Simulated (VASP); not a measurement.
## Ta(100), as cut: electronic structure

Aim: model Ta(100) by a slab and find how far its highest filled level lies below the vacuum.

Program: VASP 6.6.1. Level of theory: PBE; plane waves and PAW (Ta). Results are calculated unless marked as measured.

### 1. The starting structure

The cell holds 7 atoms: 7 Ta. Its edges and angles: a = 3.310 Å, b = 3.310 Å, c = 27.930 Å, α = 90.0°, β = 90.0°, γ = 90.0°. Vacuum lies along c.

### 2. Potential and states of the slab

A static run writes the electrostatic potential without exchange and correlation (LVHAR), which is flat in the vacuum and gives the level to count from. The dipole correction cancels the field that unlike faces would set up across the vacuum.

INCAR reads:

```
SYSTEM = Ta
PREC = Normal
ENCUT = 300
EDIFF = 1E-06
NELM = 120
ISMEAR = -1
SIGMA = 0.1
LREAL = .FALSE.
ALGO = Fast
GGA = PE
NBANDS = 35
LORBIT = 11
LWAVE = .FALSE.
LCHARG = .TRUE.
IDIPOL = 3
LDIPOL = .TRUE.
DIPOL = 0.5 0.5 0.5
LVHAR = .TRUE.
LVACPOTAV = .TRUE.
LELF = .TRUE.
NEDOS = 1500
```

POSCAR reads:

```
Ta
1.0
    3.3100000000      0.0000000000      0.0000000000
    0.0000000000      3.3100000000      0.0000000000
    0.0000000000      0.0000000000     27.9300000000
Ta
7
Direct
    0.0000000000      0.0000000000      0.3222341568
    0.5000000000      0.5000000000      0.3814894379
    0.0000000000      0.0000000000      0.4407447189
    0.5000000000      0.5000000000      0.5000000000
    0.0000000000      0.0000000000      0.5592552811
    0.5000000000      0.5000000000      0.6185105621
    0.0000000000      0.0000000000      0.6777658432
```

KPOINTS reads:

```
Automatic mesh
0
Gamma
12 12 1
0 0 0
```

KPOINTS_OPT reads:

```
Line mode
14
Line-mode
Reciprocal
  0.50000000   0.50000000   0.00000000 M
  0.00000000   0.00000000   0.00000000 GAMMA

  0.00000000   0.00000000   0.00000000 GAMMA
  0.00000000   0.50000000   0.00000000 X

  0.00000000   0.50000000   0.00000000 X
  0.50000000   0.50000000   0.00000000 M
```

The projector-augmented-wave data sets are Ta (PBE family, release 64).

Command:

```sh
$ mpirun -np 2 vasp_std
```

Log:

```text
[banner, memory and clock lines left out]
running    2 mpi-ranks, on    1 nodes
 distrk:  each k-point on    2 cores,    1 groups
 distr:  one band on    1 cores,    2 groups

 POSCAR found type information on POSCAR Ta
 POSCAR found :  1 types and       7 ions
 LDA part: xc-table for (Slater+PW92), standard interpolation
|                                                                             |
|           W    W    AA    RRRRR   N    N  II  N    N   GGGG   !!!           |
|           W    W   A  A   R    R  NN   N  II  NN   N  G    G  !!!           |
|           W    W  A    A  R    R  N N  N  II  N N  N  G       !!!           |
|           W WW W  AAAAAA  RRRRR   N  N N  II  N  N N  G  GGG   !            |
|           WW  WW  A    A  R   R   N   NN  II  N   NN  G    G                |
|           W    W  A    A  R    R  N    N  II  N    N   GGGG   !!!           |
|                                                                             |
|     The number of bands has been changed from the values supplied in        |
|     The orbitals not found in the WAVECAR file will be initialized with     |
|     random numbers, which is usually adequate. For correlated               |
|     calculations, however, you should redo the groundstate calculation.     |
|     I found NBANDS = 35. Now, NBANDS = 36.                                  |
|                                                                             |

 POSCAR, INCAR and KPOINTS ok, starting setup
 FFT: planning ... GRIDC
 FFT: planning ... GRID_SOFT
 FFT: planning ... GRID
 WAVECAR not read
 entering main loop
       N       E                     dE             d eps       ncg     rms          rms(c)
DAV:   1     0.679525437193E+02    0.67953E+02   -0.86089E+03  2032   0.473E+02
DAV:   2    -0.745508348912E+02   -0.14250E+03   -0.12869E+03  2936   0.118E+02
DAV:   3    -0.878328996091E+02   -0.13282E+02   -0.12555E+02  2552   0.345E+01
DAV:   4    -0.884122364102E+02   -0.57934E+00   -0.57073E+00  3096   0.749E+00
DAV:   5    -0.884343285436E+02   -0.22092E-01   -0.22049E-01  3124   0.139E+00    0.359E+01
RMM:   6    -0.114969290335E+03   -0.26535E+02   -0.62794E+01  2840   0.168E+01    0.242E+01
RMM:   7    -0.104910802069E+03    0.10058E+02   -0.40056E+01  2589   0.144E+01    0.206E+01
RMM:   8    -0.844887515261E+02    0.20422E+02   -0.84851E+00  2135   0.785E+00    0.121E+01
RMM:   9    -0.807217777500E+02    0.37670E+01   -0.19417E+00  2348   0.400E+00    0.691E+00
RMM:  10    -0.805941781913E+02    0.12760E+00   -0.51746E-01  2872   0.183E+00    0.629E+00
RMM:  11    -0.806061968459E+02   -0.12019E-01   -0.91278E-02  3121   0.735E-01    0.620E+00
RMM:  12    -0.806269980473E+02   -0.20801E-01   -0.10401E-02  3138   0.236E-01    0.622E+00
RMM:  13    -0.801162041581E+02    0.51079E+00   -0.67236E-02  3160   0.633E-01    0.496E+00
RMM:  14    -0.794310681292E+02    0.68514E+00   -0.47934E-01  3842   0.164E+00    0.178E+00
RMM:  15    -0.793890658951E+02    0.42002E-01   -0.23503E-02  2880   0.457E-01    0.117E+00
RMM:  16    -0.793996121309E+02   -0.10546E-01   -0.85761E-02  3262   0.738E-01    0.133E+00
RMM:  17    -0.793983437930E+02    0.12683E-02   -0.44286E-03  2937   0.191E-01    0.129E+00
RMM:  18    -0.793874904759E+02    0.10853E-01   -0.24988E-03  2600   0.130E-01    0.112E+00
RMM:  19    -0.793874225304E+02    0.67945E-04   -0.86525E-04  3005   0.717E-02    0.108E+00
RMM:  20    -0.793871053515E+02    0.31718E-03   -0.23340E-04  2951   0.372E-02    0.104E+00
RMM:  21    -0.793770631194E+02    0.10042E-01   -0.50512E-03  3651   0.167E-01    0.718E-01
RMM:  22    -0.793751775977E+02    0.18855E-02   -0.38201E-04  2860   0.487E-02    0.641E-01
RMM:  23    -0.793719361553E+02    0.32414E-02   -0.17619E-03  3427   0.993E-02    0.447E-01
RMM:  24    -0.793703246989E+02    0.16115E-02   -0.84743E-04  3122   0.663E-02    0.334E-01
RMM:  25    -0.793697910517E+02    0.53365E-03   -0.22195E-04  2953   0.346E-02    0.281E-01
RMM:  26    -0.793696580001E+02    0.13305E-03   -0.42780E-05  3125   0.148E-02    0.267E-01
RMM:  27    -0.793696491031E+02    0.88971E-05   -0.36840E-06  2373   0.489E-03    0.265E-01
RMM:  28    -0.793696205857E+02    0.28517E-04   -0.11242E-06  1875   0.303E-03    0.261E-01
RMM:  29    -0.793691310871E+02    0.48950E-03   -0.17995E-04  3958   0.314E-02    0.191E-01
RMM:  30    -0.793686602058E+02    0.47088E-03   -0.35915E-04  4010   0.438E-02    0.966E-02
RMM:  31    -0.793685871631E+02    0.73043E-04   -0.32347E-05  3557   0.132E-02    0.713E-02
RMM:  32    -0.793685247121E+02    0.62451E-04   -0.58042E-05  3768   0.180E-02    0.359E-02
RMM:  33    -0.793685179101E+02    0.68020E-05   -0.56980E-05  3727   0.174E-02    0.122E-02
RMM:  34    -0.793685259030E+02   -0.79929E-05   -0.54020E-06  2854   0.594E-03    0.183E-02
RMM:  35    -0.793685292822E+02   -0.33792E-05   -0.11773E-06  1610   0.311E-03    0.218E-02
RMM:  36    -0.793685291072E+02    0.17501E-06   -0.38795E-07  1398   0.180E-03
|                                                                             |
|           W    W    AA    RRRRR   N    N  II  N    N   GGGG   !!!           |
|           W    W   A  A   R    R  NN   N  II  NN   N  G    G  !!!           |
|           W    W  A    A  R    R  N N  N  II  N N  N  G       !!!           |
|           W WW W  AAAAAA  RRRRR   N  N N  II  N  N N  G  GGG   !            |
|           WW  WW  A    A  R   R   N   NN  II  N   NN  G    G                |
|           W    W  A    A  R    R  N    N  II  N    N   GGGG   !!!           |
|                                                                             |
|     Did not find any points to average over, which means that no vacuum     |
|     field-free region was found. Please increase the size of  your cell     |
|     in the dimension of the dipole correction to obtain accurate            |
|     workfunction values.                                                    |
|                                                                             |

   1 F= -.79368529E+02 E0= -.79244511E+02  d E =-.248036E+00
 Start KPOINTS_OPT (optional k-point list driver)
k-point batch [1-28\42]
       N       E                     dE             ncg
DAV:   1     0.183407390435E+04   -0.10864E+05     2016
DAV:   2    -0.154162504539E+04   -0.33757E+04     2816
DAV:   3    -0.190876494073E+04   -0.36714E+03     2772
DAV:   4    -0.192789389345E+04   -0.19129E+02     3128
DAV:   5    -0.192850412552E+04   -0.61023E+00     3136
DAV:   6    -0.192852549731E+04   -0.21372E-01     3264
DAV:   7    -0.192852622564E+04   -0.72832E-03     3288
DAV:   8    -0.192852625333E+04   -0.27694E-04     3064
DAV:   9    -0.192852625463E+04   -0.13000E-05     2344
DAV:  10    -0.192852625481E+04   -0.17534E-06     2088
k-point batch [29-42\42]
       N       E                     dE             ncg
DAV:   1     0.583752271934E+04   -0.12039E+05     1008
DAV:   2     0.412351645890E+04   -0.17140E+04     1484
DAV:   3     0.393698105299E+04   -0.18654E+03     1312
DAV:   4     0.392940497383E+04   -0.75761E+01     1584
DAV:   5     0.392916969557E+04   -0.23528E+00     1504
DAV:   6     0.392916008225E+04   -0.96133E-02     1632
DAV:   7     0.392915993844E+04   -0.14381E-03     1536
DAV:   8     0.392915993545E+04   -0.29940E-05     1424
DAV:   9     0.392915993533E+04   -0.11986E-06     1104
```

Elapsed: 2.3 min, on 2 MPI ranks of AMD EPYC 7R43, shared host; peak memory 0.35 GiB; 4.6 min of CPU time.

The logs omit lines about the potential files and the build; timing stands in the text.

From OUTCAR (step 2):

```text
ion  position               nearest neighbor table
   1  0.000  0.000  0.322-   2 2.87   2 2.87   2 2.87   2 2.87   3 3.31
   2  0.500  0.500  0.381-   3 2.87   3 2.87   3 2.87   3 2.87   1 2.87   1 2.87   1 2.87   1 2.87
                             4 3.31
   3  0.000  0.000  0.441-   2 2.87   2 2.87   2 2.87   2 2.87   4 2.87   4 2.87   4 2.87   4 2.87
                             1 3.31   5 3.31
   4  0.500  0.500  0.500-   3 2.87   5 2.87   3 2.87   5 2.87   3 2.87   5 2.87   3 2.87   5 2.87
                             2 3.31   6 3.31
   5  0.000  0.000  0.559-   6 2.87   6 2.87   6 2.87   6 2.87   4 2.87   4 2.87   4 2.87   4 2.87
                             7 3.31   3 3.31
   6  0.500  0.500  0.619-   5 2.87   5 2.87   5 2.87   5 2.87   7 2.87   7 2.87   7 2.87   7 2.87
                             4 3.31
   7  0.000  0.000  0.678-   6 2.87   6 2.87   6 2.87   6 2.87   5 3.31

  LATTYP: Found a simple tetragonal cell.
 ALAT       =     3.3100000000
 C/A-ratio  =     8.4380664653

 Subroutine GETGRP returns: Found 16 space group operations
 (whereof 16 operations were pure point group operations)

The static configuration has the point symmetry D_4h.

 Found     28 irreducible k-points:

   k-points           NKPTS =     28   k-points in BZ     NKDIM =     28   number of bands    NBANDS=     36

   dimension x,y,z NGX =    14 NGY =   14 NGZ =  120
   dimension x,y,z NGXF=    28 NGYF=   28 NGZF=  240

   ENCUT  =  300.0 eV  22.05 Ry    4.70 a.u.   4.67  4.67 39.44*2*pi/ulx,y,z

   NELECT =      35.0000    total number of electrons

 k-points in reciprocal lattice and weights: Automatic mesh
   0.00000000  0.00000000  0.00000000       0.007
   0.08333333  0.00000000  0.00000000       0.028
   0.16666667  0.00000000  0.00000000       0.028
   0.25000000  0.00000000  0.00000000       0.028
   0.33333333  0.00000000  0.00000000       0.028
   0.41666667  0.00000000  0.00000000       0.028
   0.50000000  0.00000000  0.00000000       0.014
   0.08333333  0.08333333  0.00000000       0.028
   0.16666667  0.08333333  0.00000000       0.056
[...]
0.50000000  0.41666667  0.00000000       0.028
   0.50000000  0.50000000  0.00000000       0.007

 dipolmoment           0.000000      0.000000     -0.000000 electrons x Angstroem

 average (electrostatic) potential at core
       1 -41.8096       2 -40.7352       3 -40.5531       4 -40.5374       5 -40.5531
       6 -40.7352       7 -41.8096

 E-fermi :   0.2599

 k-point     1 :       0.0000    0.0000    0.0000
  band No.  band energies     occupation
    ...
      9      -2.8488      2.00000
     10      -2.1165      2.00000
     11      -0.9122      1.99998
     12       0.1541      1.48478
     13       0.1958      1.31024
     14       0.5485      0.10570
     15       0.7229      0.01932
     16       0.7229      0.01932
     17       0.7924      0.00969
     18       0.7924      0.00969
    ...

 k-point     2 :       0.0833    0.0000    0.0000
  band No.  band energies     occupation
    ...
     10      -2.0552      2.00000
     11      -0.9434      1.99999
     12       0.0714      1.73645
     13       0.1449      1.51912
     14       0.2741      0.92942
     15       0.5027      0.16212
     16       0.5369      0.11799
     17       0.7754      0.01148
     18       0.7811      0.01084
     19       0.8776      0.00414
    ...

 k-point     3 :       0.1667    0.0000    0.0000
  band No.  band energies     occupation
    ...
     12      -0.2074      1.98149
     13      -0.0136      1.87819
     14       0.0091      1.84948
     15       0.0851      1.70341
     16       0.2091      1.24876
     17       0.3716      0.49332
     18       0.5612      0.09374
     19       0.6332      0.04675
     20       1.1479      0.00028
     21       1.1544      0.00026
    ...

  Total       -7.5839068     -7.5839068     -4.8784946      0.0000000      0.0000000      0.0000000
  in kB      -39.7078750    -39.7078750    -25.5428581      0.0000000      0.0000000      0.0000000
  external PRESSURE =     -34.9862027 kB  Pullay stress =       0.0000000 kB

  energy-cutoff  :      300.00
  volume of cell :      306.00
      direct lattice vectors                 reciprocal lattice vectors
     3.310000000  0.000000000  0.000000000     0.302114804  0.000000000  0.000000000
     0.000000000  3.310000000  0.000000000     0.000000000  0.302114804  0.000000000
     0.000000000  0.000000000 27.930000000     0.000000000  0.000000000  0.035803795

 POSITION                                       TOTAL-FORCE (eV/Angst)
 -----------------------------------------------------------------------------------
      0.00000      0.00000      9.00000         0.000000      0.000000      1.358609
      1.65500      1.65500     10.65500         0.000000     -0.000000     -1.164052
      0.00000      0.00000     12.31000        -0.000000      0.000000     -0.350347
      1.65500      1.65500     13.96500        -0.000000      0.000000     -0.000000
      0.00000      0.00000     15.62000        -0.000000      0.000000      0.350347
      1.65500      1.65500     17.27500        -0.000000     -0.000000      1.164052
      0.00000      0.00000     18.93000         0.000000      0.000000     -1.358609
 -----------------------------------------------------------------------------------
    total drift:                                0.000000      0.000000      0.000000

  FREE ENERGIE OF THE ION-ELECTRON SYSTEM (eV)
  ---------------------------------------------------
  free  energy   TOTEN  =       -79.3685291072 eV

  energy  without entropy=      -79.1204934731  energy(sigma->0) =      -79.24451129

 vacuum level on the upper side and lower side of the slab         4.261         4.261

 total charge
# of ion       s       p       d       tot
------------------------------------------
    1        0.697   0.438   3.037   4.172
    2        0.713   0.709   3.347   4.769
    3        0.704   0.714   3.379   4.796
    4        0.707   0.720   3.364   4.791
    5        0.704   0.714   3.379   4.796
    6        0.713   0.709   3.347   4.769
    7        0.697   0.438   3.037   4.172
--------------------------------------------------
tot          4.933   4.442  22.888  32.263

[... 3 further parts left out ...]
```

This run has no spin polarisation. Its electron count is odd, so without a moment it is a metal by construction. The data set Ta keeps the semicore shell frozen, which is cheaper and a little less accurate.

This step gave:

* electronic cycles: 36
* electrons: 35
* free energy (TOTEN): -79.3685 eV
* energy at zero smearing: -79.2445 eV
* Fermi energy: 0.2599 eV
* labelled metallic, from the levels on this mesh: yes
* DOS at the Fermi level: 7.219 states/eV/cell
* dipole moment: 0, 0, 0 e·Å
* vacuum levels: 4.261, 4.261 eV
* work functions of the upper and lower face: 4.001, 4.001 eV

Electronic bands along the path, in eV, zero at the Fermi level; # counts the bands kept:

```csv
point,#14,#15,#16,#17,#18,#19,#20,#21
M,-1.23,-1.23,-0.45,-0.45,0.64,0.64,2.13,2.13
0.46 of the way,-1.29,-1.01,-0.93,-0.92,-0.75,-0.56,0.38,0.44
Γ,0.29,0.46,0.46,0.53,0.53,0.68,0.68,0.76
0.46 of the way,-0.56,-0.37,-0.17,-0.05,-0.04,0.32,0.75,0.89
X,-0.84,-0.77,-0.05,0.16,0.18,0.23,0.34,1.08
0.46 of the way,-0.83,-0.68,-0.64,-0.39,-0.38,0.09,0.33,0.42
M,-1.23,-1.23,-0.45,-0.45,0.64,0.64,2.13,2.13
```

[end of part 1 of 2]

[Lines on the potential files, build, host, timing and source positions are cut from VASP's logs without a mark.]

[Logs are printed without paths, hosts, clocks, repeated set-up lines and the standing remarks that a program may print on its own settings, such as how far it seeks lower states.]

[Hosts, paths, dates, database ids (printed as entryN), source tags and the programs' standing remarks are cut or masked in the printed files.]

[In band tables of VASP the shares of atoms and orbitals are scaled to a sum of 1 inside the atoms' spheres.]

[Runs that stopped without an error message from VASP are left out.]
